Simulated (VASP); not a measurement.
Output of a VASP run:

### OSZICAR
```
       N       E                     dE             d eps       ncg     rms          rms(c)
DAV:   1     0.244304041120E+03    0.24430E+03   -0.17449E+04   924   0.145E+03
DAV:   2    -0.813652988045E+00   -0.24512E+03   -0.23940E+03  1020   0.356E+02
DAV:   3    -0.144714057779E+02   -0.13658E+02   -0.13608E+02  1104   0.841E+01
DAV:   4    -0.146236486900E+02   -0.15224E+00   -0.15218E+00  1062   0.892E+00
DAV:   5    -0.146262537440E+02   -0.26051E-02   -0.26049E-02  1140   0.112E+00    0.116E+01
DAV:   6    -0.136586339708E+02    0.96762E+00   -0.24146E+00  1216   0.178E+01    0.896E+00
DAV:   7    -0.136404138723E+02    0.18220E-01   -0.81391E-01  1074   0.541E+00    0.378E+00
DAV:   8    -0.136319307951E+02    0.84831E-02   -0.13656E-01  1110   0.406E+00    0.564E-01
DAV:   9    -0.136299285212E+02    0.20023E-02   -0.23969E-02  1144   0.209E+00    0.167E-01
DAV:  10    -0.136298385087E+02    0.90012E-04   -0.16499E-03  1136   0.479E-01    0.899E-02
DAV:  11    -0.136298593069E+02   -0.20798E-04   -0.11532E-04  1050   0.764E-02    0.879E-02
DAV:  12    -0.136298766590E+02   -0.17352E-04   -0.27863E-05  1116   0.260E-02    0.546E-02
DAV:  13    -0.136299315821E+02   -0.54923E-04   -0.59516E-05   960   0.447E-02    0.524E-02
DAV:  14    -0.136299286424E+02    0.29397E-05   -0.39191E-06   984   0.203E-02    0.372E-02
DAV:  15    -0.136299253372E+02    0.33053E-05   -0.15949E-05   990   0.198E-02    0.263E-02
DAV:  16    -0.136299255371E+02   -0.19994E-06   -0.85528E-07   600   0.701E-03
   1 F= -.13629926E+02 E0= -.13629926E+02  d E =-.136299E+02
       N       E                     dE             d eps       ncg     rms          rms(c)
DAV:   1    -0.136589289281E+02   -0.29004E-01   -0.62558E-01   984   0.896E+00    0.129E+00
DAV:   2    -0.136335944022E+02    0.25335E-01   -0.68951E-02   984   0.350E+00    0.458E-01
DAV:   3    -0.136310089698E+02    0.25854E-02   -0.79491E-03  1032   0.829E-01    0.397E-01
DAV:   4    -0.136306568219E+02    0.35215E-03   -0.45132E-04   948   0.182E-01    0.858E-02
DAV:   5    -0.136305748824E+02    0.81940E-04   -0.28930E-04  1128   0.207E-01    0.234E-02
DAV:   6    -0.136305755885E+02   -0.70611E-06   -0.27631E-05   972   0.510E-02    0.994E-03
DAV:   7    -0.136305755816E+02    0.68521E-08   -0.30484E-07   498   0.428E-03
   2 F= -.13630576E+02 E0= -.13630576E+02  d E =-.650045E-03
       N       E                     dE             d eps       ncg     rms          rms(c)
DAV:   1    -0.136333899026E+02   -0.28143E-02   -0.58614E-02   984   0.272E+00    0.388E-01
DAV:   2    -0.136309798200E+02    0.24101E-02   -0.66206E-03   984   0.108E+00    0.136E-01
DAV:   3    -0.136307430734E+02    0.23675E-03   -0.77385E-04  1026   0.255E-01    0.118E-01
DAV:   4    -0.136307228325E+02    0.20241E-04   -0.42686E-05   936   0.610E-02    0.253E-02
DAV:   5    -0.136307181847E+02    0.46478E-05   -0.28385E-05  1092   0.646E-02    0.849E-03
DAV:   6    -0.136307190944E+02   -0.90964E-06   -0.26328E-06   630   0.161E-02
   3 F= -.13630719E+02 E0= -.13630719E+02  d E =-.793557E-03
```

OUTCAR:
```
------------------------ aborting loop because EDIFF is reached ----------------------------------------
  FORCE on cell =-STRESS in cart. coord.  units (eV):
  Direction    XX          YY          ZZ          XY          YZ          ZX
  --------------------------------------------------------------------------------------
  Total       -0.0088261     -0.0088261      0.0077859      0.0000000      0.0000000      0.0000000
  in kB       -0.1421832     -0.1421832      0.1254260      0.0000000      0.0000000      0.0000000
  external PRESSURE =      -0.0529801 kB  Pullay stress =       0.0000000 kB
  volume of cell :       99.46
      direct lattice vectors                 reciprocal lattice vectors
     2.067223286 -3.580535591 -0.000000000     0.241870340 -0.139643913  0.000000000
     2.067223286  3.580535591 -0.000000000     0.241870340  0.139643913 -0.000000000
     0.000000000  0.000000000  6.718421697     0.000000000  0.000000000  0.148844482
  FREE ENERGIE OF THE ION-ELECTRON SYSTEM (eV)
  ---------------------------------------------------
  free  energy   TOTEN  =       -13.6307190944 eV

  energy  without entropy=      -13.6307190944  energy(sigma->0) =      -13.63071909

 reached required accuracy - stopping structural energy minimisation
```
(Selected blocks of OUTCAR.)

**POSCAR**
```
CdS
1
    2.0629527340    -3.5731387789     0.0000000000
    2.0629527340     3.5731387789    -0.0000000000
   -0.0000000000    -0.0000000000     6.7034207650
Cd S
2 2
Direct
  0.6666670000   0.3333330000   0.5000177328
  0.3333330000   0.6666670000   0.0000177328
  0.6666670000   0.3333330000   0.8769822672
  0.3333330000   0.6666670000   0.3769822672
```

**Question.** Reconstruct the remaining input files.

**Answer.** One answer among several that fit: the input of the run itself, PBEsol GGA, plane waves, VASP's PBE PAW potentials (set 64).

**KPOINTS**
```
Automatic mesh
0
Gamma
6 6 4
0 0 0
```

**INCAR**
```
ALGO=Normal
EDIFF=1E-6
EDIFFG=-0.02
ENCUT=500
GGA=PS
IBRION=2
ISIF=3
ISMEAR=0
LASPH=.TRUE.
LCHARG=.FALSE.
LMAXMIX=4
LREAL=.FALSE.
LWAVE=.FALSE.
NELM=100
NSW=40
PREC=Accurate
SIGMA=0.05
SYSTEM=CdS
```

POTCAR, in this order: Cd S (PBE.64 set). Program: vasp_std.

The compound is CdS in the wurtzite structure. This run relaxes it. Symmetry was kept, so distortions that lower it aren't found.
